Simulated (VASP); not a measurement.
Output of a VASP run:

OSZICAR:
```
...
DAV:   7    -0.729016543517E+02   -0.53583E-05   -0.18594E-05  1696   0.286E-02    0.826E-03
DAV:   8    -0.729016564007E+02   -0.20490E-05   -0.57748E-06  1484   0.182E-02    0.972E-04
DAV:   9    -0.729016565594E+02   -0.15865E-06   -0.74406E-07   852   0.772E-03
   8 F= -.72901657E+02 E0= -.72901673E+02  d E =-.719935E-01
       N       E                     dE             d eps       ncg     rms          rms(c)
DAV:   1    -0.729021600996E+02   -0.50370E-03   -0.35182E-02  1600   0.146E+00    0.124E-01
DAV:   2    -0.729016666718E+02    0.49343E-03   -0.62717E-04  1748   0.167E-01    0.712E-02
DAV:   3    -0.729015702453E+02    0.96426E-04   -0.36085E-04  1616   0.167E-01    0.220E-02
DAV:   4    -0.729016162575E+02   -0.46012E-04   -0.81489E-05  1672   0.707E-02    0.156E-02
DAV:   5    -0.729016134540E+02    0.28036E-05   -0.22960E-05  1652   0.363E-02    0.115E-02
DAV:   6    -0.729016192529E+02   -0.57989E-05   -0.80625E-06  1556   0.185E-02    0.301E-03
DAV:   7    -0.729016194729E+02   -0.21995E-06   -0.93265E-07   872   0.689E-03
   9 F= -.72901619E+02 E0= -.72901663E+02  d E =-.719564E-01
       N       E                     dE             d eps       ncg     rms          rms(c)
DAV:   1    -0.731313455482E+02   -0.22973E+00   -0.55229E+00  1604   0.217E+01    0.338E+00
DAV:   2    -0.729101021841E+02    0.22124E+00   -0.94551E-01  1688   0.871E+00    0.121E+00
DAV:   3    -0.729046139446E+02    0.54882E-02   -0.29369E-02  1704   0.137E+00    0.685E-01
DAV:   4    -0.728937015456E+02    0.10912E-01   -0.72921E-02  2220   0.154E+00    0.228E-01
DAV:   5    -0.728992363280E+02   -0.55348E-02   -0.46103E-03  1864   0.382E-01    0.228E-01
DAV:   6    -0.728993678374E+02   -0.13151E-03   -0.11632E-04  2168   0.605E-02    0.207E-01
DAV:   7    -0.729025131213E+02   -0.31453E-02   -0.51176E-03  1752   0.480E-01    0.282E-02
DAV:   8    -0.729026409334E+02   -0.12781E-03   -0.33415E-04  1972   0.130E-01    0.372E-02
DAV:   9    -0.729026381768E+02    0.27566E-05   -0.57082E-05  1672   0.658E-02    0.177E-02
DAV:  10    -0.729026499616E+02   -0.11785E-04   -0.25583E-05  1620   0.450E-02    0.417E-03
DAV:  11    -0.729026543969E+02   -0.44353E-05   -0.15176E-05  1744   0.316E-02    0.679E-03
DAV:  12    -0.729026567883E+02   -0.23914E-05   -0.18107E-06  1308   0.121E-02    0.861E-04
DAV:  13    -0.729026569905E+02   -0.20226E-06   -0.33390E-07   828   0.571E-03
  10 F= -.72902657E+02 E0= -.72902516E+02  d E =-.103752E-02
       N       E                     dE             d eps       ncg     rms          rms(c)
DAV:   1    -0.729463608288E+02   -0.43704E-01   -0.10055E+00  1604   0.919E+00    0.141E+00
DAV:   2    -0.729051973247E+02    0.41164E-01   -0.19201E-01  1684   0.405E+00    0.501E-01
DAV:   3    -0.729041480237E+02    0.10493E-02   -0.59719E-03  1692   0.656E-01    0.263E-01
DAV:   4    -0.729022461627E+02    0.19019E-02   -0.14210E-02  2264   0.665E-01    0.996E-02
DAV:   5    -0.729031855040E+02   -0.93934E-03   -0.83957E-04  1840   0.170E-01    0.950E-02
DAV:   6    -0.729032035750E+02   -0.18071E-04   -0.24745E-05  2188   0.269E-02    0.853E-02
DAV:   7    -0.729037383288E+02   -0.53475E-03   -0.99791E-04  1764   0.205E-01    0.120E-02
DAV:   8    -0.729037599620E+02   -0.21633E-04   -0.63243E-05  1916   0.553E-02    0.150E-02
DAV:   9    -0.729037614096E+02   -0.14476E-05   -0.76023E-06  1664   0.225E-02    0.871E-03
DAV:  10    -0.729037604961E+02    0.91345E-06   -0.38110E-06  1372   0.159E-02
  11 F= -.72903760E+02 E0= -.72903757E+02  d E =-.214102E-02
```

**OUTCAR**
```
------------------------ aborting loop because EDIFF is reached ----------------------------------------
  FORCE on cell =-STRESS in cart. coord.  units (eV):
  Direction    XX          YY          ZZ          XY          YZ          ZX
  --------------------------------------------------------------------------------------
  Total        0.0134914      0.0134914     -0.0049772     -0.0000000      0.0000000      0.0000000
  in kB        0.3047274      0.3047274     -0.1124176     -0.0000000      0.0000000      0.0000000
  external PRESSURE =       0.1656791 kB  Pullay stress =       0.0000000 kB
  volume of cell :       70.93
      direct lattice vectors                 reciprocal lattice vectors
     4.804128738  0.000000000  0.000000000     0.208154289  0.120177942  0.000000000
    -2.402064369  4.160497258 -0.000000000    -0.000000000  0.240355885  0.000000000
    -0.000000000 -0.000000000  3.548930821    -0.000000000  0.000000000  0.281775005
 POSITION                                       TOTAL-FORCE (eV/Angst)
 -----------------------------------------------------------------------------------
     -0.00000      0.00000     -0.00000         0.000000      0.000000      0.000000
     -0.00000      2.77367      1.77447        -0.000000      0.000000     -0.000000
      2.40207      1.38683      1.77447         0.000000     -0.000000      0.000000
 -----------------------------------------------------------------------------------
    total drift:                                0.000000     -0.000000      0.000000
  FREE ENERGIE OF THE ION-ELECTRON SYSTEM (eV)
  ---------------------------------------------------
  free  energy   TOTEN  =       -72.9037604961 eV

  energy  without entropy=      -72.9037505055  energy(sigma->0) =      -72.90375717

 reached required accuracy - stopping structural energy minimisation
```
(Selected blocks of OUTCAR.)

File POSCAR:
```
PrAg2
1
    4.9094155433     0.0000000000     0.0000000000
   -2.4547077717     4.2516782858     0.0000000000
   -0.0000000000    -0.0000000000     3.1048818692
Pr Ag
1 2
Direct
  0.0000000000   0.0000000000   0.0000000000
  0.3333330000   0.6666670000   0.5000000000
  0.6666670000   0.3333330000   0.5000000000
```

**Question.** Reconstruct the remaining input files.

**Answer.** Several could match; the one computed here: the input of the run itself, r2SCAN meta-GGA, plane waves, VASP's PBE PAW potentials (set 64).

**INCAR**
```
SYSTEM  =  PrAg2
PREC  =  Accurate; ENCUT  =  400; LREAL  =  F
LASPH  =  T
EDIFF  =  1E-6; NELM  =  100; ALGO  =  Normal
LMAXMIX  =  6; LMIXTAU  =  T
ISMEAR  =  1; SIGMA  =  0.1
METAGGA  =  R2SCAN
IBRION  =  2; NSW  =  60; ISIF  =  3
EDIFFG  =  -0.02
LWAVE  =  F; LCHARG  =  F
```

**KPOINTS**
```
Automatic
0
gamma
  7 7 9
```

POTCAR, in this order: Pr_3 Ag (PBE.64 set). Program: vasp_std.

The 4f electrons are frozen in the core of the lanthanide potential, so 4f levels, which can set the real gap, and their magnetism are missing. Energy and stress use the plane-wave basis of the starting cell.

The structure comes from a measured PrAg2 entry (P6/mmm) of the Crystallography Open Database, whose conditions weren't checked. This run relaxes it. Symmetry was kept, so distortions that lower it aren't found. The start is the result of an earlier pass. The electron count is odd and the run is not spin-polarised, which forces a metal.
